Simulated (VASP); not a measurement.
Energy against volume of Ni (fcc). All values below come from r2SCAN meta-GGA, VASP's PBE PAW potentials (set 64) (plane waves; VASP). Numerical set-up: 520 eV cut-off, 18×18×18 Γ-centred mesh, first-order Methfessel-Paxton smearing of 0.10 eV, potentials Ni.

| V (Å³/atom) | E (eV/atom) |
|---|---|
| 9.917 | -11.91577 |
| 10.234 | -11.93720 |
| 10.550 | -11.94371 |
| 10.867 | -11.93747 |

Fit these four points and predict the energy of the run at 11.183 Å³/atom.

A cubic in V^(−2/3), the third-order Birch-Murnaghan form, passes through the four points with V0 = 10.55 Å³/atom and B0 = 215 GPa, and gives -11.9203 eV/atom there. The run gave -11.9205 eV/atom, -0.2 meV/atom from the fit; all five points give B0 = 214 GPa.

The compound is Ni in the fcc structure. It was relaxed first.
